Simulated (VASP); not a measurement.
Input:

```yaml
crystal:
  lattice:
    - [-3.60772, 3.60772, 3.60772]
    - [3.60772, -3.60772, 3.60772]
    - [3.60772, 3.60772, -3.60772]
  atoms:
    - { symbol: Sc, position: [0.09882, 0.50000, 0.00000] }
    - { symbol: Sc, position: [0.50000, 0.00000, 0.59882] }
    - { symbol: Sc, position: [0.00000, 0.09882, 0.50000] }
    - { symbol: Sc, position: [0.90118, 0.90118, 0.90118] }
    - { symbol: Sc, position: [0.40118, 0.40118, 0.40118] }
    - { symbol: Sc, position: [0.00000, 0.59882, 0.50000] }
    - { symbol: Sc, position: [0.50000, 0.00000, 0.09882] }
    - { symbol: Sc, position: [0.59882, 0.50000, 0.00000] }
    - { symbol: C, position: [0.87500, 0.25000, 0.12500] }
    - { symbol: C, position: [0.75000, 0.37500, 0.62500] }
    - { symbol: C, position: [0.62500, 0.75000, 0.37500] }
    - { symbol: C, position: [0.25000, 0.12500, 0.87500] }
    - { symbol: C, position: [0.12500, 0.87500, 0.25000] }
    - { symbol: C, position: [0.37500, 0.62500, 0.75000] }
```

All values below come from r2SCAN meta-GGA, VASP's PBE PAW potentials (set 64) (plane waves; VASP 6.6.1). Settings: LREAL = Auto, 520 eV cut-off, 5×5×5 Γ-centred mesh, tetrahedra with Blöchl corrections, potentials Sc_sv C.

The cores are frozen, which limits the accuracy of field gradients.

Question: Give the principal components of the electric field gradient (V/Å²) and the asymmetry η at each nucleus.

Answer: 
```json
[
 {"atom": "Sc1", "Vxx": "-7.6", "Vyy": "-7.6", "Vzz": "15.1", "η": "0.00"},
 {"atom": "Sc2", "Vxx": "-7.6", "Vyy": "-7.6", "Vzz": "15.1", "η": "0.00"},
 {"atom": "Sc3", "Vxx": "-7.6", "Vyy": "-7.6", "Vzz": "15.1", "η": "0.00"},
 {"atom": "Sc4", "Vxx": "-7.6", "Vyy": "-7.6", "Vzz": "15.1", "η": "0.00"},
 {"atom": "Sc5", "Vxx": "-7.6", "Vyy": "-7.6", "Vzz": "15.1", "η": "0.00"},
 {"atom": "Sc6", "Vxx": "-7.6", "Vyy": "-7.6", "Vzz": "15.1", "η": "0.00"},
 {"atom": "Sc7", "Vxx": "-7.6", "Vyy": "-7.6", "Vzz": "15.1", "η": "0.00"},
 {"atom": "Sc8", "Vxx": "-7.6", "Vyy": "-7.6", "Vzz": "15.1", "η": "0.00"},
 {"atom": "C9", "Vxx": "-11.6", "Vyy": "-11.6", "Vzz": "23.2", "η": "0.00"},
 {"atom": "C10", "Vxx": "-11.6", "Vyy": "-11.6", "Vzz": "23.2", "η": "0.00"},
 {"atom": "C11", "Vxx": "-11.6", "Vyy": "-11.6", "Vzz": "23.2", "η": "0.00"},
 {"atom": "C12", "Vxx": "-11.6", "Vyy": "-11.6", "Vzz": "23.2", "η": "0.00"},
 {"atom": "C13", "Vxx": "-11.6", "Vyy": "-11.6", "Vzz": "23.2", "η": "0.00"},
 {"atom": "C14", "Vxx": "-11.6", "Vyy": "-11.6", "Vzz": "23.2", "η": "0.00"}
]
```

The structure comes from a computed database's Sc4C3 entry (I-43d); how it stands against other phases isn't given here. It was relaxed first.
